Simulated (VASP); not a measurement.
The system is TiRuN2.

```
Ti Ru N
1.0
     3.24259    0.00000    0.00000
     0.00000    3.24259    0.00000
     0.00000    0.00000    4.39816
Ti Ru N
1 1 2
Direct
  0.00000 0.00000 0.83699
  0.00000 0.00000 0.29887
  0.50000 0.00000 0.54313
  0.00000 0.50000 0.54313
```

The cell was built by a generator and needn't be a form met in nature.

| Item | Value |
| --- | --- |
| Program | VASP 6.6.1 |
| Task | relaxation of cell and atoms |
| Functional | PBE |
| Potentials or basis | VASP PAW PBE potentials, release 64 (Ti_sv, Ru_pv, N) |
| Cutoff | 520 eV |
| k mesh | 5 × 5 × 4 |
| Occupations | gaussian, width 0.15 eV |
| Spin | no spin polarisation |

At the start: pressure 36.6 GPa; volume 11.56 Å³/atom.

Problem. Where does the relaxation end?

Solution. Over 12 steps the energy falls by 306.9 meV/atom and the volume is 13.24 Å³/atom (+14.5 %); space group P4mm (No. 99, to 0.05 Å).

The path:
```tsv
step	energy change (eV)	largest force (eV/Å)	pressure (GPa)	volume (Å³)
1	0.0000	4.2003	36.57	46.24
2	-0.0827	2.0856	-24.14	65.89
3	-1.1823	0.3256	-4.45	54.65
4	-1.1862	0.3270	-3.18	54.25
5	-1.1868	0.3204	-2.58	54.04
6	-1.1864	0.3459	-1.88	53.88
7	-1.2225	0.2859	1.17	52.72
8	-1.2228	0.3169	1.71	52.61
9	-1.2175	0.4356	-2.06	53.23
10	-1.2268	0.1295	0.03	52.85
11	-1.2269	0.1109	0.24	52.84
12	-1.2275	0.0231	-0.24	52.95
```

Final structure:
```yaml
crystal:
  lattice:
    - [3.29014, 0.00000, 0.00000]
    - [0.00000, 3.29014, 0.00000]
    - [0.00000, 0.00000, 4.89140]
  atoms:
    - { symbol: Ti, position: [0.00000, 0.00000, 0.80910] }
    - { symbol: Ru, position: [0.00000, 0.00000, 0.30873] }
    - { symbol: N, position: [0.50000, 0.00000, 0.55215] }
    - { symbol: N, position: [0.00000, 0.50000, 0.55215] }
```

Caveat: the k mesh is coarse (spacing up to 0.39 Å⁻¹), so the values aren't converged.
